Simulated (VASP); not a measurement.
Cs3SBr: single point with PBE

The system is Cs3SBr.

```
CELL_PARAMETERS angstrom
6.51260 0.00000 0.00000
0.00000 6.51260 0.00000
0.00000 0.00000 6.51260
ATOMIC_POSITIONS crystal
Br 0.00000 0.00000 0.00000
S 0.50000 0.50000 0.50000
Cs 0.50000 0.50000 0.00000
Cs 0.50000 0.00000 0.50000
Cs 0.00000 0.50000 0.50000
```

The cell comes from a database or a generator and needn't be the stable form of this composition.

```json
{
 "Program": "VASP 6.6.1",
 "Task": "single point",
 "Functional": "PBE",
 "Potentials or basis": "VASP PAW PBE potentials, release 64 (Br, S, Cs_sv)",
 "Cutoff": "520 eV",
 "k mesh": "4 × 4 × 4",
 "Occupations": "gaussian, width 0.02 eV",
 "Spin": "no spin polarisation",
 "Dipole correction": "no",
 "Further INCAR settings": "ALGO = Fast; EDIFF = 1e-06; NBANDS = 28"
}
```

| Quantity | Value |
| --- | --- |
| Pressure | 0.8 GPa |
| Band gap on the k mesh | 1.02 eV, direct |

Levels at points of the mesh, in eV from the valence-band top:
| k point | band 16 | band 17 | band 18 | band 19 | band 20 | band 21 | band 22 | band 23 | band 24 | band 25 |
| --- | --- | --- | --- | --- | --- | --- | --- | --- | --- | --- |
| (0.00, 0.00, 0.00) | -2.40 | -2.40 | 0.00 | 0.00 | 0.00 | 1.02 | 2.43 | 2.43 | 2.87 | 2.87 |
| (0.50, 0.00, 0.00) | -2.43 | -2.43 | -1.06 | -0.11 | -0.11 | 2.24 | 2.47 | 3.18 | 3.34 | 3.83 |
| (0.50, 0.50, 0.00) | -2.49 | -2.46 | -1.16 | -1.16 | -0.21 | 3.14 | 3.37 | 3.37 | 3.58 | 4.01 |
| (0.50, 0.50, 0.50) | -2.43 | -2.43 | -1.29 | -1.29 | -1.29 | 2.59 | 3.24 | 3.24 | 3.24 | 4.39 |

Run time: 72 s on 1 thread of AMD EPYC 9R45 (Zen 5), on a shared host, peak memory 0.31 GiB.

Caveat: spin-orbit coupling is left out, which moves the levels of the heavy elements. A k mesh can miss the band edges.
